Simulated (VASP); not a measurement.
Output of a VASP run:

OSZICAR:
```
...
DAV:   6    -0.119065265375E+03    0.27055E-04   -0.57944E-05  3363   0.425E-02    0.436E-02
DAV:   7    -0.119065252799E+03    0.12576E-04   -0.30408E-05  3164   0.315E-02    0.143E-02
DAV:   8    -0.119065252165E+03    0.63356E-06   -0.79687E-06  3288   0.142E-02
   5 F= -.11906525E+03 E0= -.11906525E+03  d E =0.127104E-01
       N       E                     dE             d eps       ncg     rms          rms(c)
DAV:   1    -0.119107346396E+03   -0.42094E-01   -0.71126E+00  2730   0.145E+01    0.379E+00
DAV:   2    -0.119101571367E+03    0.57750E-02   -0.19388E-01  3424   0.236E+00    0.188E+00
DAV:   3    -0.119097643774E+03    0.39276E-02   -0.11397E-02  3390   0.615E-01    0.499E-01
DAV:   4    -0.119097594971E+03    0.48804E-04   -0.28708E-03  3092   0.274E-01    0.137E-01
DAV:   5    -0.119097579822E+03    0.15148E-04   -0.18044E-04  3307   0.665E-02    0.710E-02
DAV:   6    -0.119097574538E+03    0.52848E-05   -0.13079E-05  3251   0.206E-02    0.237E-02
DAV:   7    -0.119097572703E+03    0.18347E-05   -0.51132E-06  2985   0.142E-02    0.846E-03
DAV:   8    -0.119097572685E+03    0.17806E-07   -0.10646E-06  1760   0.547E-03
   6 F= -.11909757E+03 E0= -.11909757E+03  d E =-.196102E-01
       N       E                     dE             d eps       ncg     rms          rms(c)
DAV:   1    -0.119097568924E+03    0.37787E-05   -0.17246E-03  2845   0.227E-01    0.581E-02
DAV:   2    -0.119097567553E+03    0.13714E-05   -0.49027E-05  3424   0.372E-02    0.284E-02
DAV:   3    -0.119097566582E+03    0.97109E-06   -0.24212E-06  2455   0.936E-03
   7 F= -.11909757E+03 E0= -.11909757E+03  d E =-.196041E-01
       N       E                     dE             d eps       ncg     rms          rms(c)
DAV:   1    -0.119098210777E+03   -0.64322E-03   -0.75326E-02  2700   0.159E+00    0.206E-01
DAV:   2    -0.119098053871E+03    0.15691E-03   -0.12291E-03  3219   0.187E-01    0.804E-02
DAV:   3    -0.119097959462E+03    0.94409E-04   -0.85968E-05  3554   0.549E-02    0.277E-02
DAV:   4    -0.119097944139E+03    0.15323E-04   -0.23384E-05  3348   0.293E-02    0.123E-02
DAV:   5    -0.119097943929E+03    0.21031E-06   -0.13273E-06  1928   0.664E-03
   8 F= -.11909794E+03 E0= -.11909794E+03  d E =-.377347E-03
       N       E                     dE             d eps       ncg     rms          rms(c)
DAV:   1    -0.119098007005E+03   -0.62866E-04   -0.10004E-02  2725   0.578E-01    0.744E-02
DAV:   2    -0.119097986792E+03    0.20213E-04   -0.16520E-04  3227   0.684E-02    0.288E-02
DAV:   3    -0.119097974519E+03    0.12274E-04   -0.11422E-05  3533   0.199E-02    0.102E-02
DAV:   4    -0.119097972450E+03    0.20685E-05   -0.27790E-06  2106   0.107E-02    0.356E-03
DAV:   5    -0.119097972444E+03    0.64365E-08   -0.46832E-07  1700   0.375E-03
   9 F= -.11909797E+03 E0= -.11909797E+03  d E =-.405862E-03
       N       E                     dE             d eps       ncg     rms          rms(c)
DAV:   1    -0.119098133753E+03   -0.16130E-03   -0.14822E-02  2725   0.685E-01    0.245E-01
DAV:   2    -0.119098025970E+03    0.10778E-03   -0.69056E-04  3344   0.135E-01    0.865E-02
DAV:   3    -0.119098007857E+03    0.18113E-04   -0.27099E-05  2956   0.316E-02    0.356E-02
DAV:   4    -0.119098005007E+03    0.28504E-05   -0.14426E-05  3200   0.209E-02    0.212E-02
DAV:   5    -0.119098005297E+03   -0.29078E-06   -0.14320E-06  1730   0.642E-03
  10 F= -.11909801E+03 E0= -.11909801E+03  d E =-.328539E-04
```

### OUTCAR
```
------------------------ aborting loop because EDIFF is reached ----------------------------------------
  FORCE on cell =-STRESS in cart. coord.  units (eV):
  Direction    XX          YY          ZZ          XY          YZ          ZX
  --------------------------------------------------------------------------------------
  Total       -0.0039867     -0.0039867     -0.0525069      0.0000000      0.0000000      0.0000000
  in kB       -0.0510102     -0.0510102     -0.6718305      0.0000000      0.0000000      0.0000000
  external PRESSURE =      -0.2579503 kB  Pullay stress =       0.0000000 kB
  volume of cell :      125.22
      direct lattice vectors                 reciprocal lattice vectors
    -3.252563902  3.252563902  2.959073858     0.000000000  0.153724881  0.168971788
     3.252563902 -3.252563902  2.959073858     0.153724881  0.000000000  0.168971788
     3.252563902  3.252563902 -2.959073858     0.153724881  0.153724881  0.000000000
 POSITION                                       TOTAL-FORCE (eV/Angst)
 -----------------------------------------------------------------------------------
      3.25256     -3.25256      2.95907         0.000000     -0.000000     -0.000000
      0.00000      3.25256      1.47954         0.000000     -0.000000      0.000000
      3.25256      0.00000      1.47954         0.000000     -0.000000     -0.000000
      0.00000      0.00000      2.95907         0.000000     -0.000000      0.000000
      3.25256      2.04570     -1.07969        -0.000000     -0.002959     -0.007405
      4.45943      0.00000      0.39985         0.002959     -0.000000     -0.007405
      0.00000      1.20686      1.87939         0.000000      0.002959     -0.007405
      2.04570      0.00000      0.39985        -0.002959     -0.000000     -0.007405
      3.25256      1.20686      2.55923         0.000000      0.002959      0.007405
      1.20686      0.00000      4.03876         0.002959      0.000000      0.007405
      3.25256     -1.20686      2.55923         0.000000     -0.002959      0.007405
      2.04570      3.25256      1.07969        -0.002959      0.000000      0.007405
 -----------------------------------------------------------------------------------
    total drift:                               -0.000000     -0.000000      0.000000
  FREE ENERGIE OF THE ION-ELECTRON SYSTEM (eV)
  ---------------------------------------------------
  free  energy   TOTEN  =      -119.0980052975 eV

  energy  without entropy=     -119.0980052975  energy(sigma->0) =     -119.09800530

 reached required accuracy - stopping structural energy minimisation
```
(Selected blocks of OUTCAR.)

POSCAR:
```
HfSiO4
1
   -3.3225740000     3.3225740000     3.0239960000
    3.3225740000    -3.3225740000     3.0239960000
    3.3225740000     3.3225740000    -3.0239960000
Hf Si O
2 2 8
Direct
  0.0000000000   0.0000000000   0.0000000000
  0.7500000000   0.2500000000   0.5000000000
  0.2500000000   0.7500000000   0.5000000000
  0.5000000000   0.5000000000   0.0000000000
  0.1340900000   0.3192000000   0.8148900000
  0.0692000000   0.7543100000   0.6851100000
  0.5043100000   0.3192000000   0.1851100000
  0.0692000000   0.3840900000   0.3148900000
  0.6159100000   0.9308000000   0.6851100000
  0.6808000000   0.8659100000   0.1851100000
  0.2456900000   0.9308000000   0.3148900000
  0.6808000000   0.4956900000   0.8148900000
```

Task: Reconstruct the remaining input files.

Result: Several could match; the one computed here: the input of the run itself, LDA (Ceperley-Alder, Perdew-Zunger), plane waves, VASP's LDA PAW potentials (set 64).

KPOINTS:
```
Regular mesh
0
gamma
  6 6 6
0 0 0
```

INCAR:
```
# general
SYSTEM  = HfSiO4
PREC    = Accurate
ENCUT   = 560
LREAL   = F
LASPH   = T

# electronic loop
EDIFF   = 1E-6
NELM    = 100
ALGO    = Normal
LMAXMIX = 6

# smearing
ISMEAR  = 0
SIGMA   = 0.05

# ions
IBRION  = 2
NSW     = 50
ISIF    = 3
EDIFFG  = -0.01

# output
LWAVE   = F
LCHARG  = F
```

POTCAR, in this order: Hf_pv Si O (LDA.64 set). Program: vasp_std.

Energy and stress use the plane-wave basis of the starting cell.

The structure comes from a computed database's HfSiO4 entry; how it stands against other phases isn't given here. This run relaxes it. Symmetry was kept, so distortions that lower it aren't found. The run is one of a series of settings (EDIFFG = -0.01, ENCUT = 560, IBRION = 2, ISIF = 3, NSW = 50 against the base run), some of them coarse on purpose.
